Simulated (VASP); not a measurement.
Here is the system:

```
CSi
1.0
    0.00000     2.14391     2.14391
    2.14391     0.00000     2.14391
    2.14391     2.14391     0.00000
Si C
1 1
Cartesian
  0.00000   0.00000   0.00000
  1.07195   1.07195   1.07195
```

Computed with LDA (Ceperley-Alder, Perdew-Zunger), VASP's LDA PAW potentials (set 64) (plane waves; VASP). Run with 520 eV cut-off, 10×10×10 Γ-centred mesh, Gaussian smearing of 0.050 eV, potentials Si C.

Question: Predict the energy per atom (σ→0), pressure, band gap (on the k-mesh) with the smallest direct gap where there is one.

Answer: 
```json
{
 "band gap (on the k-mesh)": "1.26 eV",
 "smallest direct gap (on the k-mesh)": "4.55 eV",
 "energy per atom (σ→0)": "-8.314 eV/atom",
 "pressure": "7.38 GPa"
}
```

Only differences to runs with the same potentials and settings are physical.

The compound is SiC in the zinc blende structure. This cell is one point of a volume scan, at 0.97 of the reference volume.
